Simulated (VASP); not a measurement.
Crystal: Si7B.

```
Si B
1.0
     5.29229    0.00000    0.00000
     0.00000    5.29229    0.00000
     0.00000    0.00000    5.29229
Si B
7 1
Cartesian
  1.3369 1.3369 1.3369
  0.0000 2.6461 2.6461
  2.6461 2.6461 0.0000
  2.6461 0.0000 2.6461
  3.9554 1.3369 3.9554
  3.9554 3.9554 1.3369
  1.3369 3.9554 3.9554
  0.0000 0.0000 0.0000
```

The cell was built by a generator and needn't be a form met in nature.

- Program: VASP 6.6.1
- Task: relaxation of cell and atoms
- Functional: PBE
- Potentials or basis: VASP PAW PBE potentials, release 64 (Si, B)
- Cutoff: 520 eV
- k mesh: 3 × 3 × 3
- Occupations: gaussian, width 0.15 eV
- Spin: no spin polarisation

At the start: pressure 2.4 GPa; volume 18.53 Å³/atom.

Task: Where does the relaxation end?

Result: Over 6 steps the energy falls by 174.9 meV/atom and the volume is 18.24 Å³/atom (-1.6 %); space group P-43m (No. 215, to 0.05 Å).

Step by step:
```
step  energy change (eV)  largest force (eV/Å)  pressure (GPa)  volume (Å³)
   1              0.0000                2.7493            2.44       148.23
   2             -1.0246                1.1962           -3.89       154.37
   3             -1.1348                0.4966           -5.81       157.02
   4             -1.3397                0.5818            2.09       142.64
   5             -1.3942                0.1675           -0.66       146.84
   6             -1.3995                0.0403           -0.01       145.92
```

Final structure:
```xyz
8
Lattice="5.2646 0.0000 0.0000 0.0000 5.2646 0.0000 0.0000 0.0000 5.2646" Properties=species:S:1:pos:R:3 pbc="T T T"
Si    1.1972    1.1972    1.1972
Si    0.0000    2.6323    2.6323
Si    2.6323    2.6323    0.0000
Si    2.6323    0.0000    2.6323
Si    4.0674    1.1972    4.0674
Si    4.0674    4.0674    1.1972
Si    1.1972    4.0674    4.0674
B     0.0000    0.0000    0.0000
```

Caveat: the k mesh is coarse (spacing up to 0.40 Å⁻¹), so the values aren't converged.
